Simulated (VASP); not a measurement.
Input of a VASP 6.6.1 run:

Contents of INCAR:

```
SYSTEM = Mg6ZrFe
ALGO     = Normal         ! electronic algorithm
EDIFF    = 1E-7           ! SCF threshold, eV
ENCUT    = 520            ! plane-wave cutoff, eV
GGA      = PE             ! functional
ISIF     = 2              ! what is computed and relaxed
ISMEAR   = -1             ! smearing method
ISPIN    = 2              ! spin polarisation
LASPH    = .True.         ! aspherical terms in the spheres
LCHARG   = .True.         ! write CHGCAR
LELF     = .True.         ! ELF
LMAXMIX  = 4              ! l up to which the mixer works
LORBIT   = 11             ! projections on sites
LREAL    = .False.        ! projectors in reciprocal space
LVHAR    = .True.       
LWAVE    = .False.        ! write WAVECAR
MAGMOM   = 0 3 0 0 0 0 0 0 ! initial moments
NBANDS   = 30             ! bands
NELM     = 120            ! most SCF steps
PREC     = Accurate       ! precision mode
SIGMA    = 0.05           ! smearing width, eV
```

Contents of KPOINTS:

```
k-points
0
Gamma
  6 5 5
  0 0 0
```

File POSCAR:

```
Mg6ZrFe
1.0
    4.8698750000      0.0000000000      0.0000000000
    0.0000000000      3.0707985000      5.5742640000
    0.0000000000     -3.0707985000      5.5742640000
Zr Fe Mg
1 1 6
Direct
    0.0000000000      0.8108350000      0.8108350000
    0.5000000000      0.6913040000      0.6913040000
    0.5000000000      0.1725120000      0.1725120000
    0.5000000000      0.6766700000      0.1656120000
    0.5000000000      0.1656120000      0.6766700000
    0.0000000000      0.3329190000      0.3329190000
    0.0000000000      0.8168180000      0.3333300000
    0.0000000000      0.3333300000      0.8168180000
```

Potentials or basis: VASP PAW PBE potentials, release 64 (Zr_sv, Fe, Mg).

Command:

```sh
$ cat potpaw_PBE.64/Zr_sv/POTCAR potpaw_PBE.64/Fe/POTCAR potpaw_PBE.64/Mg/POTCAR > POTCAR
$ mpirun -np 1 vasp_std > vasp.out
```

**Question.** Predict the net moment.

**Answer.** 1.62 μB per cell.

**Question.** What does it give for the site moments?

**Answer.** Zr -0.42; Fe +2.44; Mg -0.01, +0.01 μB.

**Question.** Estimate the pressure.

**Answer.** -0.1 GPa.

**Question.** What does it give for the largest force?

**Answer.** 0.051 eV/Å.

Stress tensor (GPa, compression positive):
```
-0.32  0.00  0.00
 0.00  0.02  0.00
 0.00  0.00  0.00
```
